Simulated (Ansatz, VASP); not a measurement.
# Cross-check of CsPbCl3 between VASP and Ansatz, part 2 of 2

One calculation is typed for both programs; each brings its own data sets. How far apart do they land? The cell is taken from a series of runs on this material, whose earlier steps may have relaxed, scaled, displaced or heated it; both programs get it as it stands.

VASP 6.6.1 and Ansatz 0.2.0.

So far: The structure; VASP: dielectric response, PBEsol.

**3. Ansatz: dielectric response, PBEsol**

Level of this step: Ansatz beside VASP: Kohn-Sham DFT, plane waves, PBEsol (Ansatz).

Ansatz runs on its default PAW (the set named soft_2) files.

The same cell, functional and mesh now go to Ansatz, which takes its cutoff from its data sets.

Contents of input.yaml:

```yaml
crystal:
  lattice:
    - [5.605, 0.0, 0.0]
    - [0.0, 5.605, 0.0]
    - [0.0, 0.0, 5.605]
  atoms:
    - { symbol: Cs, position: [0.0, 0.0, 0.0] }
    - { symbol: Pb, position: [0.5, 0.5, 0.5] }
    - { symbol: Cl, position: [0.5, 0.5, 0.0] }
    - { symbol: Cl, position: [0.0, 0.5, 0.5] }
    - { symbol: Cl, position: [0.5, 0.0, 0.5] }
kpoints:
  mp_grid: { grid: [4, 4, 4] }
hamiltonian:
  xc: pbesol
scf:
  occupations: { method: fixed }
dielectric: {}
```

The run is started by

```console
ansatz run input.yaml --threads 4 --pin off --max-ram 7372MiB --backend cpu --events-out ev --progress --plain --runs-dir out
```

Numbers of over 12 decimals in the logs are rounded to 6 here.

The program printed:

```text
Engine: ansatz 0.2.0, aarch64-unknown-linux-gnu
Pseudopotentials: kind: paw
Pseudopotential: Cs, paw, valence charge 9, recommended cutoff 420 eV (normal), Cs.paw.azcp
Pseudopotential: Pb, paw, valence charge 14, recommended cutoff 420 eV (normal), Pb.paw.azcp
Pseudopotential: Cl, paw, valence charge 7, recommended cutoff 420 eV (normal), Cl.paw.azcp
Functional definition: PBEsol
  exchange = pbesol_x
  correlation = pbesol_c
Crystal: 5 atoms, lattice volume = 176.087 Å³
Basis set: ecut = 420 eV, 3407 PW (Γ), exchange–correlation on 80×80×80 points (8 copies of the dense FFT grid, shifted against one another)
Bands: 27, of which v1, the nominal top of the filled ones, is band 22 counted from 1 (21 counted from 0)
Symmetry: 48 space group operations
k-points: 18 of 64 (irreducible under 8 space group operations, time reversal used)
Non-local potential: Cs, projectors of the file, l = 0: 3, l = 1: 2, l = 2: 2, l = 3: 2
Non-local potential: Pb, projectors of the file, l = 0: 2, l = 1: 2, l = 2: 2, l = 3: 2
Non-local potential: Cl, projectors of the file, l = 0: 2, l = 1: 2, l = 2: 2
PAW form: soft (Blöchl's): semilocal exchange-correlation on the pseudo side does not see the compensation charge
PAW frozen core: Cs, regenerated for the run's functional, and the local potential with it (the file was generated under x = pbe(κ = 0.804, μ = 0.219515), c = pbe(β = 0.066725))
PAW frozen core: Pb, regenerated for the run's functional, and the local potential with it (the file was generated under x = pbe(κ = 0.804, μ = 0.219515), c = pbe(β = 0.066725))
PAW frozen core: Cl, regenerated for the run's functional, and the local potential with it (the file was generated under x = pbe(κ = 0.804, μ = 0.219515), c = pbe(β = 0.066725))
PAW one-centre angular grid: Cs, 194 points (default); XC on 64 Gauss nodes
PAW one-centre angular grid: Pb, 590 points (default); XC on 64 Gauss nodes
PAW one-centre angular grid: Cl, 110 points (default); XC on 64 Gauss nodes
Initial density: superposition of atomic densities (neutral atoms: chi_scale 0, normalization atom), corrected by the library's trained network
Initial wavefunctions: pseudopotential atomic-orbital guess
Functional: x = pbesol(κ = 0.804, μ = 0.123457), c = pbesol(β = 0.046)
SCF iter   1: F=—  HF=-20530.607594 eV  |F-HF|=—  |Δ(HF+E_count)|=         —  Δρ=2.92e-3  dr2=2.36e-2  ethr=1.77e-3  ⟨swp⟩=4.9  Hψ=2025  notcnv=0  defer=45
preconditioner: auto → Resta (q_TF=auto, 2.165 Å⁻¹)  ε∞=2.9  [insulator: Δε(μ)=1.740 eV  Ē_g=13.114 eV  n_scr=26 (ndim 8)  ℏωp=18.1 eV  f_vac=0.062  ε∞_Penn≈2.9]
SCF iter   2: F=—  HF=-20530.599964 eV  |F-HF|=—  |Δ(HF+E_count)|=   7.63e-3  Δρ=9.79e-4  dr2=1.93e-3  ethr=5.37e-5  ⟨swp⟩=2.2  Hψ=849  notcnv=0  defer=53
SCF iter   3: F=—  HF=-20530.599686 eV  |F-HF|=—  |Δ(HF+E_count)|=   2.79e-4  Δρ=3.24e-4  dr2=1.50e-4  ethr=4.39e-6  ⟨swp⟩=2.0  Hψ=875  notcnv=0  defer=52
SCF iter   4: F=—  HF=-20530.599746 eV  |F-HF|=—  |Δ(HF+E_count)|=   6.07e-5  Δρ=8.33e-5  dr2=1.43e-5  ethr=3.41e-7  ⟨swp⟩=2.2  Hψ=842  notcnv=0  defer=50
SCF iter   5: F=—  HF=-20530.599751 eV  |F-HF|=—  |Δ(HF+E_count)|=   5.11e-6  Δρ=1.65e-5  dr2=5.04e-7  ethr=3.25e-8  ⟨swp⟩=2.0  Hψ=692  notcnv=0  defer=34
SCF iter   6: F=—  HF=-20530.599756 eV  |F-HF|=—  |Δ(HF+E_count)|=   5.12e-6  Δρ=1.95e-6  dr2=1.11e-8  ethr=1.15e-9  ⟨swp⟩=2.0  Hψ=864  notcnv=0  defer=26
SCF iter   7: F=—  HF=-20530.599756 eV  |F-HF|=—  |Δ(HF+E_count)|=   1.32e-8  Δρ=5.24e-7  dr2=6.38e-10  ethr=2.52e-11  ⟨swp⟩=2.1  Hψ=765  notcnv=0  defer=26
SCF iter   8: F=-20530.599756 eV  HF=-20530.599756 eV  |F-HF|=4.37e-11  |Δ(HF+E_count)|=  6.44e-10  Δρ=1.01e-7  dr2=2.21e-11  ethr=1.00e-12  ⟨swp⟩=11.2  Hψ=2310  notcnv=0
SCF 1 converged in 8 iterations: F = -20530.599756 eV  dr2 = 2.21e-11
  greatest PAW one-centre occupation: 0.983 electrons in one spin orbital (limit 2), on the Pb atom at site 1 (counted from 0), in its partial waves of l = 2
DFPT response loops at Γ: preconditioner auto → Resta (q_TF=auto, 2.165 Å⁻¹)  ε∞=5.8 (no band partly filled); β = 1.00, the filter's whole step (`scf.mixing.beta` (0.50) is not read by the response loops at its default; to damp them type it under 1.00, their step now; it binds the ground state too); Broyden in place of MSR1
── the response to a field inside a basis, on 10×10×10 k-points: an SCF that follows is theirs, and a resumed run solves both again ──
Bands: 23, of which v1, the nominal top of the filled ones, is band 22 counted from 1 (21 counted from 0)
k-points: 35 of 1000
Initial density: handed on by an earlier stage of this run
Initial wavefunctions: pseudopotential atomic-orbital guess (no wavefunctions were taken with the density)
Eigensolver: Dense (35 Hₖ)
SCF iter   1: F=—  HF=-20530.614245 eV  |F-HF|=—  |Δ(HF+E_count)|=         —  Δρ=4.11e-4  dr2=2.84e-4  ethr=1.00e-1
preconditioner: auto → Resta (q_TF=auto, 2.165 Å⁻¹)  ε∞=3.3  [insulator: Δε(μ)=2.099 eV  Ē_g=11.850 eV  n_scr=26 (ndim 8)  ℏωp=18.1 eV  f_vac=0.060  ε∞_Penn≈3.3]
SCF iter   2: F=—  HF=-20530.614181 eV  |F-HF|=—  |Δ(HF+E_count)|=   6.49e-5  Δρ=1.92e-4  dr2=4.72e-5  ethr=6.46e-7
SCF iter   3: F=—  HF=-20530.614171 eV  |F-HF|=—  |Δ(HF+E_count)|=   9.15e-6  Δρ=4.13e-5  dr2=3.53e-6  ethr=1.07e-7
SCF iter   4: F=—  HF=-20530.614171 eV  |F-HF|=—  |Δ(HF+E_count)|=   5.92e-7  Δρ=6.92e-6  dr2=1.78e-7  ethr=8.02e-9
SCF iter   5: F=-20530.614171 eV  HF=-20530.614171 eV  |F-HF|=8.37e-11  |Δ(HF+E_count)|=  2.51e-10  Δρ=1.84e-6  dr2=1.29e-8  ethr=4.04e-10
SCF 1 converged in 5 iterations: F = -20530.614171 eV  dr2 = 1.29e-8
DFPT response loops at Γ: preconditioner auto → Resta (q_TF=auto, 2.165 Å⁻¹)  ε∞=5.3 (no band partly filled); β = 1.00, the filter's whole step (`scf.mixing.beta` (0.50) is not read by the response loops at its default; to damp them type it under 1.00, their step now; it binds the ground state too); Broyden in place of MSR1
WARN: field response: inside a basis, on 10×10×10 points, no mesh in reach settles it: take ε∞, Z* and everything formed from them with what they may err, as stated (eps_inf_uncertainty, zstar_uncertainty_e), and compare with field_mesh: kpoints on a denser kpoints.mp_grid
SCF converged after 8 iterations
Free energy (F): -20530.599756 eV
Harris-Foulkes:  -20530.599756 eV  (|F-HF|=4.37e-11)
Internal energy: -20530.599756 eV  (E = F + TS)
E sigma→0 (E₀):  -20530.599756 eV
Fermi energy:    4.023108 eV
--- Per-component energies (eV) ---
  E_band       = -237.580343
  E_kinetic    = 911.617164
  E_local      = -2669.505020  (includes V_loc(G=0)·N_el)
  E_nonlocal   = 470.253641
  E_hartree    = 1008.434238
  E_xc         = -710.522943
  E_vxc        = -623.741022  (∫ρ·V_xc dr)
  E_paw        = -17161.119431  (= ΣΔE_a)
  E_vpaw       = -343.074026  (= ΣTr[D̂ρ^β])
  E_aug_tail   = 0.000326  (compensation charges beyond the density's cutoff)
  E_ewald      = -2380.199303
  E_core_change = 0.441573  (= ΣΔE_core)
  E_smearing   = -0.000000  (= −TS)
  E_closure    = 0.000000  (closes the sum)
  Σ components = -20530.599756   (vs F -20530.599756, Δ=0.00e0)
--- Band table (eV; the first three rows and the last of 18) ---
  k-point 0: bands = [... 18 lower, 1.3825, 1.4918, 1.4918, 1.4918, 7.2262, 8.2189, 8.2189, 9.1082, ... 1 higher]
  k-point 1: bands = [... 18 lower, 1.3312, 1.4355, 1.4355, 1.5830, 7.7419, 8.5515, 8.6319, 8.7715, ... 1 higher]
  k-point 2: bands = [... 18 lower, 1.2803, 1.3787, 1.3787, 2.3275, 6.9353, 8.6060, 9.1503, 9.2553, ... 1 higher]
  k-point 17: bands = [... 18 lower, 1.8192, 1.8192, 1.8192, 4.0231, 5.8178, 5.8178, 5.8178, 8.9923, ... 1 higher]
--- Dielectric response (ions clamped): 3 representative field directions + reference, inside a basis on a mesh of 1000 k-points (Σ response iterations 12) ---
  ε∞ (high-frequency dielectric tensor):
        4.071270     0.000000     0.000000
        0.000000     4.071270     0.000000
        0.000000     0.000000     4.071270
  Born effective charges Z* (e; rows j = field, columns β = displacement):
    site 0:
         1.32325    0.00000    0.00000
        -0.00000    1.32325    0.00000
         0.00000   -0.00000    1.32325
    site 1:
         3.96087    0.00000    0.00000
        -0.00000    3.96087    0.00000
         0.00000   -0.00000    3.96087
    site 2:
        -0.72212   -0.00000   -0.00000
         0.00000   -0.72212    0.00000
         0.00000   -0.00000   -3.83987
    site 3:
        -3.83987    0.00000    0.00000
        -0.00000   -0.72212   -0.00000
        -0.00000    0.00000   -0.72212
    site 4:
        -0.72212   -0.00000    0.00000
        -0.00000   -3.83987    0.00000
         0.00000   -0.00000   -0.72212
  Z* charge neutrality: 2.920e-3 e pre-enforcement
  solved inside a basis spanned on kpoints, on 10×10×10 k-points, which do not settle them: ε∞ is read to err by 4.2e-2, Z* by 5.3e-2 e (field_mesh: kpoints solves on kpoints); Z* is corrected for what the basis lacks
```

In the SCF lines HF is the Harris–Foulkes energy and dr2 the Hartree energy of the density residual, in eV; the loop may stop once dr2 is under the threshold and the program's other checks hold. Hψ counts applications of the Hamiltonian.

**4. Side by side**

Known differences besides the potentials themselves: fixed occupations in Ansatz, narrow Gaussian smearing in VASP; VASP's response is taken on the typed mesh, Ansatz refines its own for the field response alone; the cutoff is 420 eV in Ansatz and 400 eV in VASP; Ansatz makes its cores anew for this functional, VASP keeps those of its PBE data sets. Total energies have different zeros and are not compared.

Both answers:

| quantity | Ansatz | VASP | difference |
| --- | --- | --- | --- |
| ε∞ xx | 4.07 | 4.87 | -16.38 % |
| ε∞ yy | 4.07 | 4.87 | -16.38 % |
| ε∞ zz | 4.07 | 4.87 | -16.38 % |

**5. What came out**

```
difference in ε∞ xx (dielectric response, PBEsol) : -16 %
```

The difference in ε∞ xx is -16 % (dielectric response, PBEsol), beyond the 5 % picked in this series as the mark of a large difference. What causes the difference of the dielectric response, PBEsol pair stays open here. How closely two codes agree says nothing of how well the functional describes the real material.

[Lines on the potential files, build, host, timing and source positions are cut from VASP's logs without a mark.]

[Logs are printed without paths, hosts, clocks, repeated set-up lines and the standing remarks that a program may print on its own settings, such as how far it seeks lower states.]

[Hosts, paths, dates, database ids (printed as entryN), source tags and the programs' standing remarks are cut or masked in the printed files.]
